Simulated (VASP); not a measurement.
Method: PBEsol GGA, VASP's PBE PAW potentials (set 64) (plane waves; VASP 6.6.1).

VASP ran on this input.

### KPOINTS
```
Automatic mesh
0
Gamma
10 10 1
0 0 0
```

### POSCAR
```
Al2Au
4.2221660
  1.0000000000   0.0000000000   0.0000000000
 -1.0000000000   1.0000000000   0.0000000000
  0.0000000000   0.0000000000   4.8561567688
Al Au
4 2
Cart
  0.5000000000   0.0000000000   2.6058671399
  0.0000000000   0.5000000000   2.6058671399
  0.0000000000   0.5000000000   1.8947606796
  0.5000000000   0.0000000000   1.8947606796
  0.0000000000   0.0000000000   2.9613960892
  0.5000000000   0.5000000000   2.2503139097
```

### INCAR
```
! general
SYSTEM =Al2Au
PREC   =Accurate
ENCUT  =300   ! plane-wave cut-off (eV)
LREAL  =.FALSE.   ! projection in real space or not
LASPH  =.TRUE.   ! aspherical one-centre terms

! electronic loop
EDIFF  =1E-6
NELM   =100
ALGO   =Normal   ! blocked Davidson
LMAXMIX=6

! smearing
ISMEAR =-1   ! Fermi-Dirac
SIGMA  =0.1   ! width (eV)

! functional
GGA    =PS   ! PBEsol

! ions
ISIF   =2   ! forces and stress, cell fixed

! output
LWAVE  =.FALSE.
LCHARG =.FALSE.
```

POTCAR, in this order: Al Au (PBE.64 set). Program: vasp_std.

At this cut-off the stress carries a Pulay error, which pulls relaxed volumes low. The cell holds a wide vacuum, so values per volume refer to the whole cell. Unless said otherwise, spin-orbit coupling is left out, though it shifts the bands of the heavy elements here.

Q: Estimate the energy per atom (σ→0), largest force, band gap (on the k-mesh).

A: 
The energy per atom (σ→0) is -3.853 eV/atom. The band gap (on the k-mesh) comes out as none (metal, semimetal or under 0.01 eV) and the largest force is 1.142 eV/Å.

File OSZICAR:
```
...
DAV:  18    -0.231621851147E+02   -0.13711E-04   -0.21147E-06   736   0.730E-03    0.238E-03
DAV:  19    -0.231622068537E+02   -0.21739E-04   -0.22744E-06   724   0.541E-03    0.919E-04
DAV:  20    -0.231622156919E+02   -0.88382E-05   -0.83998E-07   654   0.294E-03    0.614E-04
DAV:  21    -0.231622338105E+02   -0.18119E-04   -0.12398E-06   682   0.291E-03    0.471E-04
DAV:  22    -0.231622391611E+02   -0.53505E-05   -0.33435E-07   605   0.222E-03    0.290E-04
DAV:  23    -0.231622414055E+02   -0.22445E-05   -0.12280E-07   575   0.130E-03    0.196E-04
DAV:  24    -0.231622418815E+02   -0.47596E-06   -0.30199E-08   551   0.535E-04
   1 F= -.23162242E+02 E0= -.23119358E+02  d E =-.857670E-01
```

The cell is a sheet with vacuum, built from a database entry that may be metastable or hypothetical.
